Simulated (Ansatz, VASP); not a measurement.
**Ga2C3: VASP beside Ansatz**

```
CELL_PARAMETERS angstrom
3.46512 0.00000 0.00000
-1.73256 3.00088 0.00000
0.00000 0.00000 5.48383
ATOMIC_POSITIONS crystal
Ga 0.33333 0.66667 0.28626
Ga 0.66667 0.33333 0.71374
C 0.00000 0.00000 0.00000
C 0.33333 0.66667 0.72785
C 0.66667 0.33333 0.27215
```

Alike in both runs: functional PBE; k mesh 12 × 12 × 8; occupations gaussian, width 0.1 eV; no spin polarisation.

Ansatz relaxed the structure, and its values are those at the end. VASP's run is a single point on that final structure, the one shown.

|  | VASP | Ansatz |
| --- | --- | --- |
| version | VASP 6.6.1 | Ansatz 0.2.0 |
| potentials or method | VASP PAW PBE potentials, release 64 (Ga_d, C) | scalar-relativistic, plane waves, PAW |
| plane-wave cutoff (eV) | 520 | 420 |
| valence electrons in the cell | 38 | 38 |

Ansatz gave:

* gap on the k mesh at the Fermi level (eV): none
* pressure (GPa): 0.0

Question: What did VASP give for the same quantities?

Answer: gap on the k mesh at the Fermi level (eV): none; pressure (GPa): 0.1.

A gap of «none» marks a metal or a gap that the smearing closes. The functional is the same, so the differences come from potentials, cutoffs and numerics.
